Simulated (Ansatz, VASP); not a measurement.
## Cross-check of SnP3O9 (SnP3O9 (P312)) between VASP and Ansatz

Aim: how closely do two programs agree when they are given the same cell, functional and k mesh? Of the first pair: The structure shown is the start of the Ansatz relaxation below; VASP solves that cell, so the two are compared at the walk's first step.

Calculated with Ansatz 0.2.0; plane waves, with VASP 6.6.1 beside it; r2SCAN.

**1. Starting point**

Symmetry: P312, No. 149, trigonal system. The conventional cell has a = 6.830 Å, b = 6.830 Å, c = 10.415 Å, α = 90.00°, β = 90.00°, γ = 120.00°. Sn has 6 O at 2.47 Å nearest. Sn has 6 O at 2.03 Å nearest. P has 4 O at 1.47 to 1.60 Å nearest. Nearest to O lie 2 P at 1.59 to 1.60 Å. Nearest to O lie 1 P at 1.47 Å and 1 Sn at 2.47 Å. Nearest to O lie 1 P at 1.51 Å and 1 Sn at 2.03 Å. Farther neighbours and most contacts between anions are not listed.

**2. Ansatz: relaxation, r2SCAN**

Ansatz runs on its PAW soft_1 files.

The two programs are compared at the cell with which this relaxation starts, whose forces are those of its first step.

Contents of input.yaml:

```yaml
crystal:
  lattice:
    - [6.8302836, 0.0, 0.0]
    - [-3.4151418, 5.9151991, 0.0]
    - [0.0, 0.0, 10.4148368]
  atoms:
    - { symbol: Sn, position: [0.0, 0.0, 0.5] }
    - { symbol: Sn, position: [0.0, 0.0, 0.0] }
    - { symbol: P, position: [0.72636895, 0.12218932, 0.77805044] }
    - { symbol: P, position: [0.87781068, 0.27363105, 0.22194956] }
    - { symbol: P, position: [0.72636895, 0.60417963, 0.22194956] }
    - { symbol: P, position: [0.87781068, 0.60417963, 0.77805044] }
    - { symbol: P, position: [0.39582037, 0.27363105, 0.77805044] }
    - { symbol: P, position: [0.39582037, 0.12218932, 0.22194956] }
    - { symbol: O, position: [0.89732511, 0.51270056, 0.19724414] }
    - { symbol: O, position: [0.89732511, 0.38462455, 0.80275586] }
    - { symbol: O, position: [0.48729944, 0.10267489, 0.80275586] }
    - { symbol: O, position: [0.61537545, 0.10267489, 0.19724414] }
    - { symbol: O, position: [0.74610912, 0.05167806, 0.64810707] }
    - { symbol: O, position: [0.75428623, 0.99764669, 0.88969839] }
    - { symbol: O, position: [0.48729944, 0.38462455, 0.19724414] }
    - { symbol: O, position: [0.74610912, 0.69443106, 0.35189293] }
    - { symbol: O, position: [0.75428623, 0.75663954, 0.11030161] }
    - { symbol: O, position: [0.61537545, 0.51270056, 0.80275586] }
    - { symbol: O, position: [0.94832194, 0.25389088, 0.35189293] }
    - { symbol: O, position: [0.00235331, 0.24571377, 0.11030161] }
    - { symbol: O, position: [0.24336046, 0.24571377, 0.88969839] }
    - { symbol: O, position: [0.30556894, 0.25389088, 0.64810707] }
    - { symbol: O, position: [0.00235331, 0.75663954, 0.88969839] }
    - { symbol: O, position: [0.94832194, 0.69443106, 0.64810707] }
    - { symbol: O, position: [0.24336046, 0.99764669, 0.11030161] }
    - { symbol: O, position: [0.30556894, 0.05167806, 0.35189293] }
basis:
  ecutwfc: 500
  xc_grid: 2
hamiltonian:
  xc: r2scan
  pseudopotentials: { kind: paw, azcp: { folder: soft_1 } }
kpoints:
  mp_grid: { grid: [5, 5, 3] }
scf:
  occupations: { method: fermi_dirac, width: 0.01 }
  max_iter: 150
output:
  forces: true
  stress: true
relax:
  f_tol: 0.01
  max_steps: 60
  cell: {}
checkpoint:
  write: "../r2scan.run"
  compress: false
  write_wavefunctions: false
  write_every: 100000
```

Run with:

```bash
> ansatz run input.yaml --threads 4 --pin off --max-ram 6594MiB --backend cpu --events-out ev --progress --plain --runs-dir out
```

Numbers of over 12 decimals in the logs are rounded to 6 here.

Log:

```text
Engine: ansatz 0.2.0, aarch64-unknown-linux-gnu
Pseudopotentials: kind: paw
Pseudopotential: Sn, paw, valence charge 14, recommended cutoff 500 eV (meta_gga), soft_1/Sn.paw.azcp
Pseudopotential: P, paw, valence charge 5, recommended cutoff 500 eV (meta_gga), soft_1/P.paw.azcp
Pseudopotential: O, paw, valence charge 6, recommended cutoff 500 eV (meta_gga), soft_1/O.paw.azcp
Functional definition: r2SCAN
  parameter k0 = 0.174
  parameter k1 = 0.065
  parameter a1 = 4.9479
  exchange = r2scan_x(k0 = k0, k1 = k1, a1 = a1)
  correlation = r2scan_c
Crystal: 26 atoms, lattice volume = 420.785 Å³
Basis set: ecut = 500 eV, 10705 PW (Γ), exchange–correlation on 100×100×160 points (8 copies of the dense FFT grid, shifted against one another)
Bands: 109, of which v1, the nominal top of the filled ones, is band 83 counted from 1 (82 counted from 0)
Symmetry: 6 space group operations
Space group: P312 (ITA 149), of the structure as read, at distance tolerance 7.5e-5 Å
k-points: 12 of 75 (time reversal used)
Non-local potential: Sn, projectors of the file, l = 0: 2, l = 1: 2, l = 2: 2, l = 3: 1
Non-local potential: P, projectors of the file, l = 0: 2, l = 1: 2, l = 2: 1
Non-local potential: O, projectors of the file, l = 0: 2, l = 1: 2, l = 2: 1
PAW form: soft (Blöchl's): semilocal exchange-correlation on the pseudo side does not see the compensation charge
PAW frozen core: Sn, regenerated for the run's functional (the file was generated under x = pbe(κ = 0.804, μ = 0.219515), c = pbe(β = 0.066725))
PAW frozen core: P, regenerated for the run's functional (the file was generated under x = pbe(κ = 0.804, μ = 0.219515), c = pbe(β = 0.066725))
PAW frozen core: O, regenerated for the run's functional (the file was generated under x = pbe(κ = 0.804, μ = 0.219515), c = pbe(β = 0.066725))
PAW one-centre angular grid: Sn, 590 points (default); XC on 160 Gauss nodes
PAW one-centre angular grid: P, 302 points (default); XC on 160 Gauss nodes
PAW one-centre angular grid: O, 302 points (default); XC on 160 Gauss nodes
Initial density: superposition of atomic densities (chi_scale 0.1, normalization cell, long waves kept (reshape's long-wave potential 0.39 eV rms))
Initial wavefunctions: pseudopotential atomic-orbital guess
Functional: x = r2scan, c = r2scan; τ floored in thin density (d = 2e-4 eV/Å³)
SCF iter   1: F=—  HF=-26885.407970 eV  |F-HF|=—  |Δ(HF+E_count)|=         —  Δρ=1.04e-1  dr2=4.43e1  dr2_τ=5.05e0  ethr=3.10e-3  ⟨swp⟩=7.3  Hψ=6681  notcnv=0  defer=61
preconditioner: auto → Resta (q_TF=auto, 2.337 Å⁻¹)  ε∞=2.4  [insulator: Δε(μ)=4.936 eV  Ē_g=19.647 eV  σ=0.010 eV  W_gap=1.00  n_scr=96 (ndim 8)  ℏωp=23.3 eV  f_vac=0.228  D(μ)=0.00/eV (n_scr^D=0)  ε∞_Penn≈2.4]
SCF iter   2: F=—  HF=-26875.416869 eV  |F-HF|=—  |Δ(HF+E_count)|=    9.99e0  Δρ=4.09e-2  dr2=3.54e0  dr2_τ=1.04e0  ethr=3.10e-3  ⟨swp⟩=4.3  Hψ=2980  notcnv=0  defer=263
SCF iter   3: F=—  HF=-26875.769746 eV  |F-HF|=—  |Δ(HF+E_count)|=   3.53e-1  Δρ=1.82e-2  dr2=9.10e-1  dr2_τ=6.67e-2  ethr=2.13e-3  ⟨swp⟩=4.2  Hψ=2269  notcnv=0  defer=105
automatic band count: iteration 3 solves 96 bands in place of 109: the levels show a gap, and the empty bands left out lie too high to hold charge; the band table lists the bands solved (type scf.n_extra_bands for more)
SCF iter   4: F=—  HF=-26875.842810 eV  |F-HF|=—  |Δ(HF+E_count)|=   7.31e-2  Δρ=4.91e-3  dr2=7.65e-2  dr2_τ=1.07e-2  ethr=5.48e-4  ⟨swp⟩=4.3  Hψ=1922  notcnv=0  defer=105
SCF iter   5: F=—  HF=-26875.837106 eV  |F-HF|=—  |Δ(HF+E_count)|=   5.70e-3  Δρ=1.39e-3  dr2=5.74e-3  dr2_τ=8.11e-4  ethr=4.61e-5  ⟨swp⟩=3.6  Hψ=2791  notcnv=0  defer=105
SCF iter   6: F=—  HF=-26875.841042 eV  |F-HF|=—  |Δ(HF+E_count)|=   3.94e-3  Δρ=4.18e-4  dr2=8.63e-4  dr2_τ=6.28e-5  ethr=3.46e-6  ⟨swp⟩=3.2  Hψ=1981  notcnv=0  defer=105
SCF iter   7: F=—  HF=-26875.842366 eV  |F-HF|=—  |Δ(HF+E_count)|=   1.32e-3  Δρ=2.05e-4  dr2=1.55e-4  dr2_τ=1.56e-5  ethr=5.20e-7  ⟨swp⟩=3.6  Hψ=2565  notcnv=0  defer=105
SCF iter   8: F=—  HF=-26875.842462 eV  |F-HF|=—  |Δ(HF+E_count)|=   9.56e-5  Δρ=6.36e-5  dr2=1.68e-5  dr2_τ=1.38e-6  ethr=9.33e-8  ⟨swp⟩=2.1  Hψ=2075  notcnv=0  defer=105
SCF iter   9: F=—  HF=-26875.842357 eV  |F-HF|=—  |Δ(HF+E_count)|=   1.05e-4  Δρ=1.65e-5  dr2=1.51e-6  dr2_τ=8.51e-8  ethr=1.01e-8  ⟨swp⟩=3.2  Hψ=2164  notcnv=0  defer=105
SCF iter  10: F=—  HF=-26875.842361 eV  |F-HF|=—  |Δ(HF+E_count)|=   3.95e-6  Δρ=4.10e-6  dr2=1.06e-7  dr2_τ=6.39e-9  ethr=9.09e-10  ⟨swp⟩=2.8  Hψ=2023  notcnv=0  defer=105
[...]
SCF 1 converged in 11 iterations: F = -26875.842361 eV  dr2 = 1.38e-8
[...]
automatic band count: iteration 1 solves 96 bands in place of 109: the levels show a gap, and the empty bands left out lie too high to hold charge; the band table lists the bands solved (type scf.n_extra_bands for more)
preconditioner: auto → Resta (q_TF=auto, 2.333 Å⁻¹)  ε∞=2.8  [insulator: Δε(μ)=3.844 eV  Ē_g=17.397 eV  σ=0.010 eV  W_gap=1.00  n_scr=96 (ndim 8)  ℏωp=23.2 eV  f_vac=0.289  D(μ)=0.00/eV (n_scr^D=0)  ε∞_Penn≈2.8]
[...]
SCF iter   3: F=—  HF=-26875.853485 eV  |F-HF|=—  |Δ(HF+E_count)|=   4.28e-6  Δρ=4.95e-5  dr2=6.49e-6  dr2_τ=1.28e-6  ethr=2.56e-8  ⟨swp⟩=2.0  Hψ=1883  notcnv=0
[...]
SCF iter   2: F=—  HF=-26875.855009 eV  |F-HF|=—  |Δ(HF+E_count)|=   1.15e-4  Δρ=2.02e-5  dr2=9.67e-8  dr2_τ=6.54e-7  ethr=2.24e-10  ⟨swp⟩=4.1  Hψ=3830  notcnv=0
SCF iter   3: F=—  HF=-26875.854991 eV  |F-HF|=—  |Δ(HF+E_count)|=   1.80e-5  Δρ=2.22e-6  dr2=1.28e-8  dr2_τ=3.24e-9  ethr=5.82e-11  ⟨swp⟩=3.0  Hψ=2984  notcnv=0
SCF iter   4: F=—  HF=-26875.854991 eV  |F-HF|=—  |Δ(HF+E_count)|=   2.22e-8  Δρ=4.26e-7  dr2=4.50e-10  dr2_τ=1.11e-10  ethr=7.70e-12  ⟨swp⟩=2.5  Hψ=1972  notcnv=0
SCF iter   5: F=-26875.854991 eV  HF=-26875.854991 eV  |F-HF|=1.03e-9  |Δ(HF+E_count)|=   5.25e-9  Δρ=2.01e-7  dr2=1.62e-10  dr2_τ=2.38e-11  ethr=1.00e-12  ⟨swp⟩=5.8  Hψ=4563  notcnv=0
SCF 6 converged in 5 iterations: F = -26875.854991 eV  dr2 = 1.62e-10
relax step   6: F+E_penalty+E_count = -26875.85499072 eV  Δ(F+E_penalty+E_count) = -1.665e-3 eV  max|allowed force component| = 4.250e-3 eV/Å  Δτ_max = 0.0000 Å  P = -0.014 GPa  Ω = 424.783 Å³  stress off target by 2.02e-2 GPa  SCF on the basis re-selected at this cell (its energy is not comparable with the rows above)  (5 SCF iters)
basis re-selected at this cell: Δ(F+E_penalty+E_count) = -1.665e-3 eV, ΔP = -0.003 GPa vs the last step (what re-selecting the basis moved, of the pressure what is left beyond the Pulay correction that the steps carried, after the strain that the cell walked since its last selection, with what the two solves' SCF thresholds leave and, on support functions, any second-order correction that the steps lacked; it is no m [...]
SCF converged after 5 iterations
Free energy (F): -26875.854991 eV
Harris-Foulkes:  -26875.854991 eV  (|F-HF|=1.03e-9)
Internal energy: -26875.854991 eV  (E = F + TS)
E sigma→0 (E₀):  -26875.854991 eV
Fermi energy:    4.083720 eV
--- Per-component energies (eV) ---
  E_band       = -1383.192271
  E_kinetic    = 3895.815668
  E_local      = -16044.516706  (includes V_loc(G=0)·N_el)
  E_nonlocal   = 1393.247594
  E_hartree    = 6593.746634
  E_xc         = -1932.085997
  E_vxc        = -2435.556354  (∫ρ·V_xc dr)
  E_paw        = -15162.269660  (= ΣΔE_a)
  E_vpaw       = -1536.908530  (= ΣTr[D̂ρ^β])
  E_aug_tail   = 0.005372  (compensation charges beyond the density's cutoff)
  E_vtau       = 157.227630  (kinetic-family band-sum trace: ∫τ·v_τ [+ j·A + Jᵃ·Aᵃ] dr)
  E_ewald      = -5620.148544
  E_core_change = 0.350649  (= ΣΔE_core)
  E_smearing   = -0.000000  (= −TS)
  E_closure    = 0.000000  (closes the sum)
  Σ components = -26875.854991   (vs F -26875.854991, Δ=0.00e0)
--- Forces (eV/Å), atoms counted from 1 ---
  atom   1  Sn     0.00000000    -0.00000000     0.00000000
  atom   2  Sn     0.00000000     0.00000000    -0.00000000
  atom   3  P      0.00121274     0.00252671    -0.00407840
  atom   4  P     -0.00158182    -0.00231362     0.00407840
  atom   5  P      0.00279456    -0.00021309     0.00407840
  atom   6  P     -0.00279456    -0.00021309    -0.00407840
  atom   7  P      0.00158182    -0.00231362    -0.00407840
  atom   8  P     -0.00121274     0.00252671     0.00407840
  atom   9  O     -0.00187959    -0.00089044    -0.00424969
  atom  10  O     -0.00171094    -0.00118255     0.00424969
  atom  11  O     -0.00016865     0.00207299     0.00424969
  atom  12  O      0.00016865     0.00207299    -0.00424969
  atom  13  O     -0.00121195     0.00291615     0.00006187
  atom  14  O     -0.00101075    -0.00169657     0.00049176
  atom  15  O      0.00171094    -0.00118255    -0.00424969
  atom  16  O      0.00191948    -0.00250766    -0.00006187
  atom  17  O     -0.00197465    -0.00002705    -0.00049176
  atom  18  O      0.00187959    -0.00089044     0.00424969
  atom  19  O     -0.00313144    -0.00040849    -0.00006187
  atom  20  O      0.00096390     0.00172362    -0.00049176
  atom  21  O     -0.00096390     0.00172362     0.00049176
  atom  22  O      0.00313144    -0.00040849     0.00006187
  atom  23  O      0.00197465    -0.00002705     0.00049176
  atom  24  O     -0.00191948    -0.00250766     0.00006187
  atom  25  O      0.00101075    -0.00169657    -0.00049176
  atom  26  O      0.00121195     0.00291615    -0.00006187
  max |Σ_I F_I| component: 9.62e-18 eV/Å
--- Stress (GPa, compression-positive) ---
       -0.020203       0.000000       0.000000
        0.000000      -0.020203      -0.000000
        0.000000      -0.000000      -0.001355
  P = ⅓ Tr σ = -0.0139 GPa (-0.139 kbar)
--- Relaxed structure (5 steps of the walk, 5 accepted, 1 SCFs on fresh bases) ---
  F+E_penalty+E_count = -26875.85499072 eV   max|allowed force component| = 4.250e-3 eV/Å   (the final SCF, on the basis selected at the relaxed cell)
  cell:  # Å, volume = 424.7831 Å³
    - [6.852169, 0, 0]
    - [-3.426085, 5.934153, 0]
    - [0, 0, 10.446731]
  atoms:
    - { symbol: Sn, position: [0, 0, 0.5] }
    - { symbol: Sn, position: [0, 0, 0] }
    - { symbol: P, position: [0.728027, 0.123668, 0.778621] }
    - { symbol: P, position: [0.876332, 0.271973, 0.221379] }
    - { symbol: P, position: [0.728027, 0.604359, 0.221379] }
    - { symbol: P, position: [0.876332, 0.604359, 0.778621] }
    - { symbol: P, position: [0.395641, 0.271973, 0.778621] }
    - { symbol: P, position: [0.395641, 0.123668, 0.221379] }
    - { symbol: O, position: [0.897985, 0.511934, 0.196588] }
    - { symbol: O, position: [0.897985, 0.386051, 0.803412] }
    - { symbol: O, position: [0.488066, 0.102015, 0.803412] }
    - { symbol: O, position: [0.613949, 0.102015, 0.196588] }
    - { symbol: O, position: [0.748544, 0.053602, 0.648780] }
    - { symbol: O, position: [0.755802, 0.998932, 0.890171] }
    - { symbol: O, position: [0.488066, 0.386051, 0.196588] }
    - { symbol: O, position: [0.748544, 0.694942, 0.351220] }
    - { symbol: O, position: [0.755802, 0.756870, 0.109829] }
    - { symbol: O, position: [0.613949, 0.511934, 0.803412] }
    - { symbol: O, position: [0.946398, 0.251456, 0.351220] }
    - { symbol: O, position: [0.0010678, 0.244198, 0.109829] }
    - { symbol: O, position: [0.243130, 0.244198, 0.890171] }
    - { symbol: O, position: [0.305058, 0.251456, 0.648780] }
    - { symbol: O, position: [0.0010678, 0.756870, 0.890171] }
    - { symbol: O, position: [0.946398, 0.694942, 0.648780] }
    - { symbol: O, position: [0.243130, 0.998932, 0.109829] }
    - { symbol: O, position: [0.305058, 0.053602, 0.351220] }
```

Reading the cycles: dr2 is the Hartree energy of the density residual (eV), the measure of convergence; HF is the Harris–Foulkes estimate of the energy, which meets the free energy F at convergence.

(Continued in part 2 of 3.)

[Lines on the potential files, build, host, timing and source positions are cut from VASP's logs without a mark.]

[Logs are printed without paths, hosts, clocks, repeated set-up lines and the standing remarks that a program may print on its own settings, such as how far it seeks lower states.]

[Hosts, paths, dates, database ids (printed as entryN), source tags and the programs' standing remarks are cut or masked in the printed files.]
